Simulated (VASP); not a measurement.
# Lattice vibrations of BaZnSbF, part 3 of 3

How does the lattice of BaZnSbF vibrate? The start is a cell from a database of measured crystal structures.

VASP 6.6.1; PBEsol; plane waves and PAW (Ba_sv, Sb, Zn, F).

So far. Step 2 (Relax the host): The run ended after 11 ionic steps, 0.023 eV below its first step, once forces and stress met EDIFFG = -0.02. Step 3 (Tight relaxation): The run ended after 9 ionic steps, 0.006 eV below its first step, once forces and stress met EDIFFG = -0.002.

## (4) Force constants in the supercell

System of this step: BaZnSbF. The cell holds 48 atoms: 12 Ba, 12 Sb, 12 Zn and 12 F. Cell: a = 9.874 Å, b = 13.248 Å, c = 9.640 Å, α = 90.0°, β = 90.0°, γ = 63.4°. It derives from BaZnSbF.

Each independent atom is moved by 0.015 Å both ways; the forces give the force constants out to half the supercell.

INCAR

```
SYSTEM = BaZnSbF
PREC = Accurate
ENCUT = 480
EDIFF = 1E-07
NELM = 120
ISMEAR = 1
SIGMA = 0.2
LREAL = Auto
ALGO = Fast
GGA = PS
NBANDS = 240
LWAVE = .FALSE.
LCHARG = .FALSE.
KPAR = 4
IBRION = 6
NSW = 1
NFREE = 2
POTIM = 0.015
ISIF = 0
ADDGRID = .TRUE.
```

POSCAR

```
BaZnSbF
1.0
    8.8317148108      4.4158574054      0.0000000000
    0.0000000000     13.2475722162      0.0000000000
    0.0000000000      0.0000000000      9.6403414917
Ba Sb Zn F
12 12 12 12
Direct
    0.2500000000      0.9166666667      0.6516445879
    0.2500000000      0.2500000000      0.6516445879
    0.2500000000      0.5833333333      0.6516445879
    0.7500000000      0.0833333333      0.6516445879
    0.7500000000      0.4166666667      0.6516445879
    0.7500000000      0.7500000000      0.6516445879
    0.0000000000      0.1666666667      0.3483554121
    0.0000000000      0.5000000000      0.3483554121
    0.0000000000      0.8333333333      0.3483554121
    0.5000000000      0.3333333333      0.3483554121
    0.5000000000      0.6666666667      0.3483554121
    0.5000000000      0.0000000000      0.3483554121
    0.0000000000      0.1666666667      0.8327665957
    0.0000000000      0.5000000000      0.8327665957
    0.0000000000      0.8333333333      0.8327665957
    0.5000000000      0.3333333333      0.8327665957
    0.5000000000      0.6666666667      0.8327665957
    0.5000000000      0.0000000000      0.8327665957
    0.2500000000      0.9166666667      0.1672334043
    0.2500000000      0.2500000000      0.1672334043
    0.2500000000      0.5833333333      0.1672334043
    0.7500000000      0.0833333333      0.1672334043
    0.7500000000      0.4166666667      0.1672334043
    0.7500000000      0.7500000000      0.1672334043
    0.0000000000      0.0000000000      0.0000000000
    0.0000000000      0.3333333333      0.0000000000
    0.0000000000      0.6666666667      0.0000000000
    0.5000000000      0.1666666667      0.0000000000
    0.5000000000      0.5000000000      0.0000000000
    0.5000000000      0.8333333333      0.0000000000
    0.2500000000      0.0833333333      0.0000000000
    0.2500000000      0.4166666667      0.0000000000
    0.2500000000      0.7500000000      0.0000000000
    0.7500000000      0.2500000000      0.0000000000
    0.7500000000      0.5833333333      0.0000000000
    0.7500000000      0.9166666667      0.0000000000
    0.0000000000      0.0000000000      0.5000000000
    0.0000000000      0.3333333333      0.5000000000
    0.0000000000      0.6666666667      0.5000000000
    0.5000000000      0.1666666667      0.5000000000
    0.5000000000      0.5000000000      0.5000000000
    0.5000000000      0.8333333333      0.5000000000
    0.2500000000      0.0833333333      0.5000000000
    0.2500000000      0.4166666667      0.5000000000
    0.2500000000      0.7500000000      0.5000000000
    0.7500000000      0.2500000000      0.5000000000
    0.7500000000      0.5833333333      0.5000000000
    0.7500000000      0.9166666667      0.5000000000
```

KPOINTS

```
Automatic mesh
0
Gamma
4 3 3
0 0 0
```

Potentials, in the order of the species: Ba_sv, Sb, Zn and F (PBE family, release 64).

The run is started by

```
mpirun -np 4 vasp_std
```

Output:

```text
[banner, memory and clock lines left out]
running    4 mpi-ranks, on    1 nodes
[...]
[... a notice as in an earlier step ...]

 LDA part: xc-table for (Slater+PW92), standard interpolation
 POSCAR, INCAR and KPOINTS ok, starting setup
[...]
entering main loop
       N       E                     dE             d eps       ncg     rms          rms(c)
DAV:   1     0.442988403943E+04    0.44299E+04   -0.16383E+05  6720   0.163E+03
DAV:   2     0.531182427860E+03   -0.38987E+04   -0.37410E+04  7384   0.426E+02
DAV:   3    -0.171869352157E+03   -0.70305E+03   -0.69273E+03  7216   0.195E+02
DAV:   4    -0.222787562589E+03   -0.50918E+02   -0.50553E+02  8200   0.509E+01
[...]
RMM:   9    -0.208516420597E+03   -0.79688E-02   -0.78318E-01  8689   0.194E+00    0.855E-01
RMM:  10    -0.208537708825E+03   -0.21288E-01   -0.33800E-01  9643   0.901E-01    0.563E-01
RMM:  11    -0.208535876443E+03    0.18324E-02   -0.98493E-02 10361   0.513E-01    0.174E-01
WARNING in EDDRMM: call to ZHEGV failed, returncode =   8  4    184
RMM:  12    -0.208538391327E+03   -0.25149E-02   -0.34874E-02 11458   0.218E-01    0.591E-02
WARNING in EDDRMM: call to ZHEGV failed, returncode =   8  4    178
WARNING in EDDRMM: call to ZHEGV failed, returncode =   6  3     85
RMM:  13    -0.208539801041E+03   -0.14097E-02   -0.14640E-02 11928   0.120E-01    0.361E-02
WARNING in EDDRMM: call to ZHEGV failed, returncode =   6  3     93
WARNING in EDDRMM: call to ZHEGV failed, returncode =   8  4     99
WARNING in EDDRMM: call to ZHEGV failed, returncode =   6  3    123
WARNING in EDDRMM: call to ZHEGV failed, returncode =   8  4     64
WARNING in EDDRMM: call to ZHEGV failed, returncode =   6  3    117
WARNING in EDDRMM: call to ZHEGV failed, returncode =   8  4    193
RMM:  14    -0.208540509596E+03   -0.70855E-03   -0.71426E-03 11434   0.911E-02    0.807E-02
WARNING in EDDRMM: call to ZHEGV failed, returncode =   8  4     70
WARNING in EDDRMM: call to ZHEGV failed, returncode =   6  3    100
WARNING in EDDRMM: call to ZHEGV failed, returncode =   6  3    116
WARNING in EDDRMM: call to ZHEGV failed, returncode =   8  4    127
RMM:  15    -0.208540658268E+03   -0.14867E-03   -0.35074E-03 11247   0.650E-02    0.145E-02
WARNING in EDDRMM: call to ZHEGV failed, returncode =   6  3     68
WARNING in EDDRMM: call to ZHEGV failed, returncode =   8  4     69
WARNING in EDDRMM: call to ZHEGV failed, returncode =   8  4    194
WARNING in EDDRMM: call to ZHEGV failed, returncode =   6  3    187
WARNING in EDDRMM: call to ZHEGV failed, returncode =   6  3     63
RMM:  16    -0.208540881110E+03   -0.22284E-03   -0.23551E-03 11527   0.406E-02    0.113E-02
WARNING in EDDRMM: call to ZHEGV failed, returncode =   6  3    123
WARNING in EDDRMM: call to ZHEGV failed, returncode =   8  4    107
[...]
num prob  num prob  num prob  num prob  num prob  num prob  num prob  num prob  num prob  num prob  num prob  num prob  num prob  num prob  num prob  num prob  num prob  num prob  num prob  num prob  num prob  num prob  num prob  num prob  num prob  num prob  num prob  num prob  num prob  num prob  num prob  num prob  num prob  num prob  num prob  num prob  num prob WARNING in EDDRMM: call to ZHEGV failed, returncode =   6  3    170
 num prob  num prob  num prob  num prob  num prob  num prob  num prob  num prob  num prob  num prob  num prob  num prob  num prob  num prob  num prob  num prob  num prob  num prob  num prob  num prob  num prob  num prob  num prob  num prob  num prob  num prob  num prob  num prob  num prob  num prob  num prob  num prob  num prob  num prob  num prob  num prob  num prob  num prob  num prob  num prob  num prob  num prob  num prob  num prob  num prob  num prob  num prob  num prob  num prob  num prob  num prob  num prob  num prob  num prob  num prob  num prob  num prob  num prob  num prob  num prob  num prob  num prob WARNING in EDDRMM: call to ZHEGV failed, returncode =   8  4    188
 num prob  num prob  num prob  num prob  num prob  num prob  num prob  num prob  num prob  num prob  num prob  num prob  num prob  num prob  num prob  num prob  num prob  num prob  num prob  num prob  num prob  num prob  num prob WARNING in EDDRMM: call to ZHEGV failed, returncode =   8  4    173
 num prob  num prob  num prob  num prob WARNING in EDDRMM: call to ZHEGV failed, returncode =   8  4    179
WARNING in EDDRMM: call to ZHEGV failed, returncode =   8  4    186
 num prob  num prob  num prob  num prob  num prob  num prob  num prob  num prob  num prob  num prob RMM:  15    -0.208540428854E+03   -0.33921E-07   -0.75794E-07  6763   0.143E-03
   3 F= -.20854043E+03 E0= -.20854244E+03  d E =0.603763E-02
 Finite differences progress:
  Degree of freedom:   1/ 12
  Displacement:        2/  2
  Total:               2/ 24
[...]
N       E                     dE             d eps       ncg     rms          rms(c)
DAV:   1    -0.208538895765E+03    0.15331E-02   -0.71190E-01  9464   0.984E-01    0.161E-01
RMM:   2    -0.208540080884E+03   -0.11851E-02   -0.15818E-02  9828   0.222E-01    0.686E-02
RMM:   3    -0.208540402337E+03   -0.32145E-03   -0.38024E-03 13063   0.874E-02    0.418E-02
WARNING in EDDRMM: call to ZHEGV failed, returncode =   8  4    178
WARNING in EDDRMM: call to ZHEGV failed, returncode =   6  3    175
RMM:   4    -0.208540403269E+03   -0.93153E-06   -0.40934E-04 13855   0.304E-02    0.212E-02
WARNING in EDDRMM: call to ZHEGV failed, returncode =   8  4    185
WARNING in EDDRMM: call to ZHEGV failed, returncode =   8  4     63
RMM:   5    -0.208540413752E+03   -0.10483E-04   -0.15033E-04 13942   0.170E-02    0.432E-03
WARNING in EDDRMM: call to ZHEGV failed, returncode =   8  4     65
WARNING in EDDRMM: call to ZHEGV failed, returncode =   8  4    107
WARNING in EDDRMM: call to ZHEGV failed, returncode =   6  3     62
WARNING in EDDRMM: call to ZHEGV failed, returncode =   8  4     63
WARNING in EDDRMM: call to ZHEGV failed, returncode =   8  4    129
WARNING in EDDRMM: call to ZHEGV failed, returncode =   8  4    171
WARNING in EDDRMM: call to ZHEGV failed, returncode =   8  4    176
WARNING in EDDRMM: call to ZHEGV failed, returncode =   8  4    179
WARNING in EDDRMM: call to ZHEGV failed, returncode =   8  4    199
```

It took 2.8 h on 4 MPI ranks of AMD EPYC 7R43, shared host.

The run was stopped at its time limit, so it gives no result of its own.

## (5) What came out

| Property | Result |
| --- | --- |
| result | none |

The session ends without its result: «force constants in the supercell» met its time limit.

[Lines on the potential files, build, host, timing and source positions are cut from VASP's logs without a mark.]

[Logs are printed without paths, hosts, clocks, repeated set-up lines and the standing remarks that a program may print on its own settings, such as how far it seeks lower states.]

[Hosts, paths, dates, database ids (printed as entryN), source tags and the programs' standing remarks are cut or masked in the printed files.]

[Runs that stopped without an error message from VASP are left out.]
